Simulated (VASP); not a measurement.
OSZICAR of a VASP run on Sn (atoms displaced from the space group 141 structure):

**OSZICAR**
```
       N       E                     dE             d eps       ncg     rms          rms(c)
DAV:   1     0.190086106904E+03    0.19009E+03   -0.13520E+04 27462   0.214E+03
DAV:   2     0.916718536538E+01   -0.18092E+03   -0.17891E+03 27438   0.414E+02
DAV:   3    -0.713857512408E+01   -0.16306E+02   -0.16127E+02 31622   0.132E+02
DAV:   4    -0.761036903705E+01   -0.47179E+00   -0.47046E+00 31210   0.248E+01
DAV:   5    -0.762813436002E+01   -0.17765E-01   -0.17763E-01 36626   0.433E+00    0.230E+00
DAV:   6    -0.761311854154E+01    0.15016E-01   -0.33816E-02 35526   0.286E+00    0.129E+00
DAV:   7    -0.760966692544E+01    0.34516E-02   -0.21177E-02 35500   0.221E+00    0.165E-01
DAV:   8    -0.760961171888E+01    0.55207E-04   -0.19520E-03 31818   0.658E-01    0.354E-02
DAV:   9    -0.760962045194E+01   -0.87331E-05   -0.56412E-05 34232   0.780E-02    0.132E-02
DAV:  10    -0.760961883198E+01    0.16200E-05   -0.68505E-06 34812   0.379E-02    0.180E-03
DAV:  11    -0.760961892106E+01   -0.89075E-07   -0.28796E-07 31900   0.709E-03    0.108E-03
DAV:  12    -0.760961871896E+01    0.20209E-06   -0.40242E-08 34168   0.208E-03    0.197E-04
DAV:  13    -0.760961871257E+01    0.63956E-08   -0.28303E-09 25296   0.782E-04    0.797E-05
DAV:  14    -0.760961871661E+01   -0.40368E-08   -0.37398E-10 14608   0.211E-04    0.154E-05
DAV:  15    -0.760961871491E+01    0.16967E-08   -0.98175E-11 14394   0.174E-04    0.503E-06
DAV:  16    -0.760961871731E+01   -0.23965E-08   -0.32172E-11 14274   0.830E-05    0.474E-06
DAV:  17    -0.760961871633E+01    0.97953E-09   -0.17352E-11 14178   0.707E-05
   1 F= -.76096187E+01 E0= -.76074921E+01  d E =-.425333E-02
```

### Question
Which electronic solver shows in the log?

### Answer
It is blocked Davidson (ALGO = Normal, or the opening steps of other solvers). The INCAR had ALGO = Normal.

### Question
Can the final energy be trusted as converged?

### Answer
Self-consistency was reached. It stopped with EDIFF = 1E-09, NELM = 100 (PBE GGA, plane waves, VASP's PBE PAW potentials (set 64)).

The structure comes from a computed database's Sn entry; how it stands against other phases isn't given here. The cell was not relaxed at this level, atoms are displaced from their ideal sites. The run is one of a series of settings (EDIFF = 1E-09, ENCUT = 420, KPOINTS 13×13×9 Γ-centred mesh against the base run), some of them coarse on purpose.
